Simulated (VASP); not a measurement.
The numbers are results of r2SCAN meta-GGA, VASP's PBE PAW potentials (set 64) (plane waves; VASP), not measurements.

Input for VASP

KPOINTS:
```
Automatic mesh
0
Gamma
16 16 16
0 0 0
```

### POSCAR
```
Al
1
    0.0000000000     1.8958868490     1.8958868490
    1.8958868490     0.0000000000     1.8958868490
    1.8958868490     1.8958868490     0.0000000000
Al
1
Direct
  0.0000000000   0.0000000000   0.0000000000
```

### INCAR
```
# general
SYSTEM  = Al
PREC    = Accurate
ENCUT   = 500   # plane-wave cut-off (eV)
LREAL   = .False.   # projection in real space or not
LASPH   = .True.   # aspherical one-centre terms

# electronic loop
EDIFF   = 1E-6
NELM    = 100   # most electronic steps
ALGO    = Normal   # blocked Davidson
LMIXTAU = .True.

# smearing
ISMEAR  = 1   # Methfessel-Paxton
SIGMA   = 0.1

# functional
METAGGA = R2SCAN

# ions
IBRION  = 2   # conjugate gradients
NSW     = 40   # most ionic steps
ISIF    = 3   # ions, shape and volume
EDIFFG  = -0.02
PSTRESS = 300   # kbar

# output
LWAVE   = .False.
LCHARG  = .False.
```

POTCAR, in this order: Al (PBE.64 set). Program: vasp_std.

**Question.** What will the output report for the number of irreducible k-points (NKPTS), largest plane-wave count, number of space-group operations, FFT grid (NGX, NGY, NGZ)?

**Answer.** 
- number of irreducible k-points (NKPTS) = 145
- largest plane-wave count = 360
- number of space-group operations = 48
- FFT grid (NGX, NGY, NGZ) = 20 × 20 × 20

The compound is Al in the fcc structure. This run relaxes it under an external pressure of 30 GPa. Symmetry was kept, so distortions that lower it aren't found.
